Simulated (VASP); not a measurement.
Data:

```
CELL_PARAMETERS angstrom
      4.49658     0.00000     0.00000
      0.00000     4.49658     0.00000
      0.00000     0.00000     2.92249
ATOMIC_POSITIONS crystal
  Mn 0.00000 0.00000 0.00000
  Mn 0.50000 0.50000 0.50000
  O  0.30428 0.30428 0.00000
  O  0.80428 0.19572 0.50000
  O  0.19572 0.80428 0.50000
  O  0.69572 0.69572 0.00000
```
Starting moments (μB, in the order of the record's atoms Mn Mn O O O O): 2.5 -2.5 -0.1 0.1 0.1 -0.1.

Method: vdW-DF2, VASP's PBE PAW potentials (set 64) (plane waves; VASP 6.6.1). Numerical set-up: 520 eV cut-off, Gaussian smearing of 0.050 eV, potentials Mn_pv O.

Question: Predict the cell moment, band gap (along the path) with the smallest direct gap where there is one.

Answer: 
| Item | Result |
|---|---|
| band gap (along the path) | none (metal, semimetal or under 0.01 eV) |
| cell moment | 0.00 μB |

The absolute energy has meaning only against runs of the same code, potentials and settings.

The compound is MnO2 in the rutile structure. It was relaxed first, which changed the volume by +6 %.
